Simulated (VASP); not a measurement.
Data:

```
CELL_PARAMETERS angstrom
      0.00000     2.71741     2.71741
      2.71741     0.00000     2.71741
      2.71741     2.71741     0.00000
ATOMIC_POSITIONS crystal
  Ce 0.00000 0.00000 0.00000
  O  0.26840 0.23160 0.26840
  O  0.75000 0.75000 0.75000
```

Level of theory: r2SCAN meta-GGA, VASP's PBE PAW potentials (set 64) (plane waves; VASP 6.6.1). Run with 600 eV cut-off, 6×6×6 Γ-centred mesh, Gaussian smearing of 0.050 eV, potentials Ce O.

### Question
Which forces act on the atoms, in eV/Å?

### Answer

```json
[
 {"atom": "Ce1", "Fx": "0.000", "Fy": "0.355", "Fz": "0.000"},
 {"atom": "O2", "Fx": "0.000", "Fy": "-0.741", "Fz": "0.000"},
 {"atom": "O3", "Fx": "0.000", "Fy": "0.386", "Fz": "0.000"}
]
```

### Question
Give the stress tensor in GPa (positive for a compressed cell).

### Answer

```
 0.33   0.00  -0.58
 0.00   0.84   0.00
-0.58   0.00   0.33
```
The pressure is its mean diagonal, 0.50 GPa.

The compound is CeO2 in the fluorite structure. This cell was strained or had an atom moved on purpose. The run is not spin-polarised, so no magnetic state was tried.
